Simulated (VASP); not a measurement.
Level of theory: PBE0 hybrid, VASP's PBE PAW potentials (set 64) (plane waves; VASP 6.6.1).

Input for VASP

### INCAR
```
! general
SYSTEM  =GaAs
PREC    =Accurate
ENCUT   =520   ! plane-wave cut-off (eV)
LREAL   =F   ! projection in real space or not
LASPH   =T
ISYM    =3

! electronic loop
EDIFF   =1E-6   ! SCF stop (eV)
NELM    =60   ! most electronic steps
ALGO    =Normal
LMAXMIX =4   ! l cut-off of mixed one-centre charges

! smearing
ISMEAR  =0
SIGMA   =0.05   ! width (eV)

! functional
GGA     =PE   ! PBE
LHFCALC =T
AEXX    =0.25
HFRCUT  =-1
PRECFOCK=Fast

! ions
ISIF    =2

! output
LWAVE   =F
LCHARG  =F
```

POSCAR:
```
GaAs
1
    0.0000000000     2.9024093702     2.9024093702
    2.9024093702     0.0000000000     2.9024093702
    2.9024093702     2.9024093702     0.0000000000
Ga As
1 1
Direct
  0.0000000000   0.0000000000   0.0000000000
  0.2500000000   0.2500000000   0.2500000000
```

KPOINTS:
```
Automatic
0
Gamma
  6 6 6
```

POTCAR, in this order: Ga_d As (PBE.64 set). Program: vasp_std. Read from the step before: WAVECAR.

Output of the run:

OSZICAR:
```
       N       E                     dE             d eps       ncg     rms          rms(c)
DAV:   1    -0.106639623146E+02   -0.10664E+02   -0.75752E-01   634   0.171E+01    0.201E+00
DAV:   2    -0.106706163524E+02   -0.66540E-02   -0.46552E-02   618   0.343E+00    0.137E+00
DAV:   3    -0.106684917261E+02    0.21246E-02   -0.56313E-03   619   0.131E+00    0.817E-01
DAV:   4    -0.106677699759E+02    0.72175E-03   -0.77145E-04   496   0.360E-01    0.465E-01
DAV:   5    -0.106675706282E+02    0.19935E-03   -0.22242E-04   446   0.132E-01    0.266E-01
DAV:   6    -0.106675200632E+02    0.50565E-04   -0.51462E-05   481   0.632E-02    0.149E-01
DAV:   7    -0.106675018134E+02    0.18250E-04   -0.89509E-06   444   0.301E-02    0.823E-02
DAV:   8    -0.106674949281E+02    0.68853E-05   -0.26979E-06   476   0.148E-02    0.445E-02
DAV:   9    -0.106674927100E+02    0.22182E-05   -0.10625E-06   350   0.742E-03    0.239E-02
DAV:  10    -0.106674920829E+02    0.62714E-06   -0.41721E-07   231   0.475E-03
   1 F= -.10667492E+02 E0= -.10667492E+02  d E =-.116662E-14
```

File OUTCAR:
```
------------------------ aborting loop because EDIFF is reached ----------------------------------------
  FORCE on cell =-STRESS in cart. coord.  units (eV):
  Direction    XX          YY          ZZ          XY          YZ          ZX
  --------------------------------------------------------------------------------------
  Total       -1.3317848     -1.3317848     -1.3317848      0.0000000      0.0000000     -0.0000000
  in kB      -43.6353663    -43.6353663    -43.6353663      0.0000000      0.0000000     -0.0000000
  external PRESSURE =     -43.6353663 kB  Pullay stress =       0.0000000 kB
  volume of cell :       48.90
      direct lattice vectors                 reciprocal lattice vectors
     0.000000000  2.902409370  2.902409370    -0.172270668  0.172270668  0.172270668
     2.902409370  0.000000000  2.902409370     0.172270668 -0.172270668  0.172270668
     2.902409370  2.902409370  0.000000000     0.172270668  0.172270668 -0.172270668
  FREE ENERGIE OF THE ION-ELECTRON SYSTEM (eV)
  ---------------------------------------------------
  free  energy   TOTEN  =       -10.6674920829 eV

  energy  without entropy=      -10.6674920829  energy(sigma->0) =      -10.66749208

  exchange ACFDT corr.  =         0.00000000  see jH, gK, PRB 81, 115126
```
(Selected blocks of OUTCAR.)

The compound is GaAs in the zinc blende structure. This cell is one point of a volume scan, at 1.03 of the reference volume. The cell's shape comes from a PBE relaxation.
